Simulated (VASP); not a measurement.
Shape and ions are relaxed at each volume.

Input:

Lu has the hexagonal space group P6₃/mmc (No. 194), the hcp (Mg type) structure, Pearson symbol hP2. Cell: a = b = 3.4788 Å, c = 5.4066 Å, α = β = 90.00°, γ = 120.00°. Lu on 2c is surrounded by 12 Lu at 3.368–3.479 Å (anticuboctahedral). (Neighbours: up to the widest gap in distance over summed covalent radii, below 1.35, at either atom.)

Computed with rev-vdW-DF2, VASP's PBE PAW potentials (set 64) (plane waves; VASP). Settings: 520 eV cut-off, 12×12×7 Γ-centred mesh, first-order Methfessel-Paxton smearing of 0.10 eV, potentials Lu_3.

### Question
Give the energy at these volumes per atom, relative to the lowest: 26.52, 27.37, 28.22, 29.06, 29.91 Å³.

### Answer
20.0, 5.4, 0.0, 2.8, 12.8 meV/atom. A third-order Birch-Murnaghan fit gives B0 = 50.7 GPa and B0′ = 3.3.

Measured: bulk modulus 47.6 GPa (computed value off by +6.5 %), as given by Wikipedia, Lutetium (infobox). The calculation is for a static lattice, while the measured bulk modulus holds thermal and zero-point effects, which are part of the difference.

The compound is Lu in the hcp structure. It was relaxed first.
